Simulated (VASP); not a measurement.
Calculation: G0W0 on PBE orbitals, VASP's PBE PAW potentials (set 64) (plane waves; VASP).

The input files of a VASP run:

File POSCAR:
```
BN
3.6150
  0.0000000000   0.5000000000   0.5000000000
  0.5000000000   0.0000000000   0.5000000000
  0.5000000000   0.5000000000   0.0000000000
B N
1 1
Cart
  0.0000000000   0.0000000000   0.0000000000
  0.2500000000   0.2500000000   0.2500000000
```

### KPOINTS
```
Regular mesh
0
G
 4 4 4
0 0 0
```

INCAR:
```
! general
SYSTEM       =  BN
PREC         =  Normal
ENCUT        =  500
LREAL        =  .False.
LASPH        =  .True.
NBANDS       =  100

! electronic loop
ALGO         =  EVGW0

! smearing
ISMEAR       =  0
SIGMA        =  0.01

! functional
GGA          =  PE

! output
LWAVE        =  .False.
LCHARG       =  .False.

! other
NELMGW       =  1
NOMEGA       =  64
ENCUTGW      =  150
NBANDSGW     =  12
LSPECTRALGW  =  .True.
```

POTCAR, in this order: B_GW N_GW_new (PBE.64 set). Program: vasp_std. Read from the step before: WAVECAR, WAVEDER.

Output

File OSZICAR:
```
energies w=
    0.000    0.000    0.946    0.000    1.890    0.000    2.830    0.000
    3.763    0.000    4.689    0.000    5.605    0.000    6.510    0.000
    7.404    0.000    8.287    0.000    9.157    0.000   10.015    0.000
   10.861    0.000   11.696    0.000   12.520    0.000   13.335    0.000
   14.141    0.000   14.940    0.000   15.733    0.000   16.521    0.000
   17.307    0.000   18.091    0.000   18.876    0.000   19.663    0.000
   20.454    0.000   21.252    0.000   22.058    0.000   22.875    0.000
   23.705    0.000   24.551    0.000   25.416    0.000   26.303    0.000
   27.216    0.000   28.159    0.000   29.135    0.000   30.151    0.000
   31.210    0.000   32.320    0.000   33.487    0.000   34.720    0.000
   36.028    0.000   37.422    0.000   38.915    0.000   40.521    0.000
   42.260    0.000   44.151    0.000   46.223    0.000   48.506    0.000
   51.041    0.000   53.876    0.000   57.074    0.000   60.714    0.000
   64.900    0.000   69.772    0.000   75.516    0.000   82.394    0.000
   90.778    0.000  101.223    0.000  114.589    0.000  132.284    0.000
  156.784    0.000  192.890    0.000  251.282    0.000  361.500    0.000
NQ=   1    0.0000    0.0000    0.0000,
 performed         68000 updates of chi_q(r,r)
NQ=   2    0.2500    0.0000    0.0000,
 performed        203000 updates of chi_q(r,r)
NQ=   3    0.5000    0.0000    0.0000,
 performed        319000 updates of chi_q(r,r)
NQ=   4    0.2500    0.2500    0.0000,
 performed        454000 updates of chi_q(r,r)
NQ=   5    0.5000    0.2500    0.0000,
 performed        642000 updates of chi_q(r,r)
NQ=   6   -0.2500    0.2500    0.0000,
 performed        811000 updates of chi_q(r,r)
NQ=   7    0.5000    0.5000    0.0000,
 performed        912000 updates of chi_q(r,r)
NQ=   8   -0.2500    0.5000    0.2500,
 performed       1042000 updates of chi_q(r,r)
 resolving degeneracies of screened two electron integrals
```

OUTCAR:
```


 k-point   1 :       0.0000    0.0000    0.0000
  band No.  KS-energies  QP-energies   sigma(KS)   V_xc(KS)     V^pw_x(r,r')   Z            occupation Imag(sigma)

      1     -11.5113     -13.4906     -18.0013     -15.4798     -26.4803       0.7850       2.0000       1.4112
      2       8.7364       7.8045     -19.4102     -18.2769     -22.0858       0.8223       2.0000       0.0740
      3       8.7364       7.8045     -19.4102     -18.2769     -22.0858       0.8223       2.0000       0.0740
      4       8.7364       7.8045     -19.4102     -18.2769     -22.0858       0.8223       2.0000       0.0740
      5      17.5264      18.7332     -12.3252     -13.7793      -6.9070       0.8298       0.0000      -0.0924
      6      17.5264      18.7332     -12.3252     -13.7793      -6.9070       0.8298       0.0000      -0.0924
      7      17.5264      18.7332     -12.3252     -13.7793      -6.9070       0.8298       0.0000      -0.0924
      8      19.0803      20.1241     -14.1437     -15.4273      -8.2726       0.8132       0.0000      -0.1133
      9      33.4638      33.8020     -10.9985     -11.4239      -3.2841       0.7949       0.0000      -0.5627
     10      36.4716      37.4512     -12.1416     -13.3287      -5.4777       0.8252       0.0000      -0.5365
     11      36.4716      37.4512     -12.1416     -13.3287      -5.4777       0.8252       0.0000      -0.5365
     12      37.0917      37.5516     -10.5076     -11.0699      -3.0356       0.8179       0.0000      -0.8086

 k-point   2 :       0.2500    0.0000    0.0000
  band No.  KS-energies  QP-energies   sigma(KS)   V_xc(KS)     V^pw_x(r,r')   Z            occupation Imag(sigma)

      1     -10.0311     -11.8618     -18.1480     -15.7639     -26.3287       0.7679       2.0000       1.1825
      2       3.2459       1.8412     -17.9604     -16.2132     -21.6945       0.8040       2.0000       0.1182
      3       7.6035       6.5781     -18.9328     -17.6811     -21.7716       0.8192       2.0000       0.0791
      4       7.6035       6.5781     -18.9328     -17.6811     -21.7716       0.8192       2.0000       0.0791
      5      18.3620      19.3950     -13.1910     -14.4441      -7.6415       0.8244       0.0000      -0.0998
      6      19.0515      20.3323     -12.6781     -14.2332      -6.9810       0.8236       0.0000      -0.1032
      7      19.0515      20.3323     -12.6781     -14.2332      -6.9810       0.8236       0.0000      -0.1032
      8      22.3070      23.6440     -14.3978     -16.0784      -7.9181       0.7955       0.0000      -0.1479
      9      32.1672      32.6165     -10.4771     -11.0365      -3.1836       0.8030       0.0000      -0.4561
     10      32.3106      33.0682     -11.3286     -12.2475      -4.7698       0.8245       0.0000      -0.3942
     11      32.3106      33.0682     -11.3286     -12.2475      -4.7698       0.8245       0.0000      -0.3942
     12      36.5860      37.3329     -11.5931     -12.5327      -3.4329       0.7949       0.0000      -0.9116

 k-point   3 :       0.5000    0.0000    0.0000
  band No.  KS-energies  QP-energies   sigma(KS)   V_xc(KS)     V^pw_x(r,r')   Z            occupation Imag(sigma)

      1      -7.2873      -8.9426     -19.0333     -16.8520     -26.7260       0.7588       2.0000       0.8407
      2      -1.9750      -3.6615     -16.6867     -14.5029     -21.7136       0.7723       2.0000       0.2482
      3       6.7895       5.6852     -18.7763     -17.4242     -21.8182       0.8167       2.0000       0.0849
      4       6.7895       5.6852     -18.7763     -17.4242     -21.8182       0.8167       2.0000       0.0849
      5      18.8615      19.8224     -13.4722     -14.6409      -7.8394       0.8222       0.0000      -0.1029
      6      19.4182      20.6289     -12.4392     -13.9059      -6.7276       0.8255       0.0000      -0.1042
      7      19.4182      20.6289     -12.4392     -13.9059      -6.7276       0.8255       0.0000      -0.1042
      8      23.9983      25.2221     -13.5018     -15.0528      -6.5833       0.7890       0.0000      -0.1856
      9      32.1828      32.9122     -11.4711     -12.3911      -3.9170       0.7928       0.0000      -0.4325
     10      35.5163      36.5798     -12.1405     -13.4879      -3.8863       0.7893       0.0000      -0.8250
     11      35.6353      36.5685     -12.1548     -13.3201      -4.4191       0.8008       0.0000      -0.7029
     12      35.6353      36.5685     -12.1548     -13.3201      -4.4191       0.8008       0.0000      -0.7029

 k-point   4 :       0.2500    0.2500    0.0000
  band No.  KS-energies  QP-energies   sigma(KS)   V_xc(KS)     V^pw_x(r,r')   Z            occupation Imag(sigma)

      1      -9.5459     -11.3489     -18.1920     -15.8567     -26.2737       0.7720       2.0000       1.1173
      2       4.7500       3.4240     -18.8158     -17.1727     -22.3634       0.8070       2.0000       0.1035
      3       5.7154       4.5277     -18.2678     -16.8103     -21.4274       0.8149       2.0000       0.0916
      4       5.7154       4.5277     -18.2678     -16.8103     -21.4274       0.8149       2.0000       0.0916
      5      15.5037      16.3666     -12.1008     -13.1321      -7.0029       0.8367       0.0000      -0.0845
      6      20.2641      21.2574     -12.8167     -14.0266      -7.0041       0.8210       0.0000      -0.1119
      7      22.1634      23.6476     -13.5516     -15.3960      -7.1862       0.8047       0.0000      -0.1375
      8      22.1634      23.6476     -13.5516     -15.3960      -7.1862       0.8047       0.0000      -0.1375
      9      26.9986      27.9477     -12.7227     -13.8964      -6.1229       0.8086       0.0000      -0.2195
     10      35.8773      36.7167     -11.7245     -12.7934      -3.4630       0.7852       0.0000      -0.8159
     11      39.3183      40.3066     -12.1664     -13.3556      -5.1355       0.8310       0.0000      -0.8027
     12      42.1288      42.7798     -10.5586     -11.3392      -2.7749       0.8340       0.0000      -1.2339

 k-point   5 :       0.5000    0.2500    0.0000
  band No.  KS-energies  QP-energies   sigma(KS)   V_xc(KS)     V^pw_x(r,r')   Z            occupation Imag(sigma)

      1      -6.8454      -8.4735     -18.9859     -16.8317     -26.5302       0.7558       2.0000       0.7660
      2      -0.0285      -1.6390     -17.2849     -15.2269     -21.8463       0.7826       2.0000       0.1803
      3       3.5696       2.1731     -17.8698     -16.1346     -21.4942       0.8048       2.0000       0.1127
      4       5.0706       3.8245     -18.2160     -16.6820     -21.5571       0.8123       2.0000       0.0976
      5      16.2596      17.0701     -12.2041     -13.1735      -7.0580       0.8361       0.0000      -0.0870
      6      21.8167      22.9342     -13.2777     -14.6494      -7.2632       0.8148       0.0000      -0.1241
      7      23.1847      24.6473     -13.4121     -15.2448      -6.7689       0.7980       0.0000      -0.1578
      8      23.3240      24.6635     -13.5002     -15.1829      -6.7982       0.7960       0.0000      -0.1631
      9      28.6695      29.8659     -13.3958     -14.9200      -5.9810       0.7849       0.0000      -0.2930
     10      35.1895      36.3912     -12.3211     -13.8456      -4.0814       0.7882       0.0000      -0.7614
     11      37.3475      38.2643     -11.9021     -13.0247      -4.3782       0.8167       0.0000      -0.7775
     12      40.8972      41.5411     -10.7384     -11.5124      -3.1380       0.8319       0.0000      -1.0400

 k-point   6 :      -0.2500    0.2500    0.0000
  band No.  KS-energies  QP-energies   sigma(KS)   V_xc(KS)     V^pw_x(r,r')   Z            occupation Imag(sigma)

      1      -7.8473      -9.5353     -18.6234     -16.3924     -26.3460       0.7566       2.0000       0.8805
      2       1.1454      -0.3766     -17.6446     -15.7187     -21.9350       0.7903       2.0000       0.1530
      3       3.1268       1.6897     -17.6770     -15.8888     -21.3761       0.8036       2.0000       0.1179
      4       6.6360       5.5249     -18.6488     -17.2871     -21.6714       0.8159       2.0000       0.0850
      5      18.4369      19.4218     -12.4010     -13.5882      -6.9059       0.8295       0.0000      -0.0980
      6      20.8862      22.2790     -12.9710     -14.6858      -6.7738       0.8122       0.0000      -0.1261
      7      21.5977      22.7826     -13.4809     -14.9464      -7.2884       0.8085       0.0000      -0.1337
      8      23.2456      24.6616     -14.6289     -16.4144      -8.0086       0.7930       0.0000      -0.1561
      9      30.2142      31.1493     -11.7506     -12.9369      -4.3194       0.7883       0.0000      -0.3494
     10      30.7611      31.5140     -11.2712     -12.1784      -5.0053       0.8298       0.0000      -0.3061
     11      35.4987      36.6417     -12.4350     -13.8777      -4.1525       0.7922       0.0000      -0.8067
     12      42.5823      43.1934     -10.8917     -11.6163      -3.1083       0.8434       0.0000      -1.2554

 k-point   7 :       0.5000    0.5000    0.0000
  band No.  KS-energies  QP-energies   sigma(KS)   V_xc(KS)     V^pw_x(r,r')   Z            occupation Imag(sigma)

      1      -5.9180      -7.4761     -19.3224     -17.2557     -26.6882       0.7539       2.0000       0.6719
      2      -0.1982      -1.8950     -17.4570     -15.2728     -22.1828       0.7769       2.0000       0.1868
      3       3.8197       2.4803     -17.9820     -16.3185     -21.6103       0.8051       2.0000       0.1103
      4       3.8197       2.4803     -17.9820     -16.3185     -21.6103       0.8051       2.0000       0.1103
      5      13.1712      13.7673     -11.8207     -12.5264      -7.1066       0.8447       0.0000      -0.0757
      6      17.9327      18.6398     -11.8532     -12.6953      -6.5969       0.8397       0.0000      -0.0891
      7      26.6597      28.2910     -14.2665     -16.3841      -6.4652       0.7703       0.0000      -0.2714
      8      26.6597      28.2910     -14.2665     -16.3841      -6.4652       0.7703       0.0000      -0.2714
      9      29.5358      30.8599     -14.6530     -16.3718      -6.7934       0.7704       0.0000      -0.3401
...
```
(Selected blocks of OUTCAR.)

The mesh is coarse and the basis finite, so the quasiparticle values are not converged.

The compound is BN in the zinc blende structure. The cell was not relaxed at this level. The k-mesh is coarse (spacing up to 0.75 per Å, 2π included), so the numbers may not be converged in it.
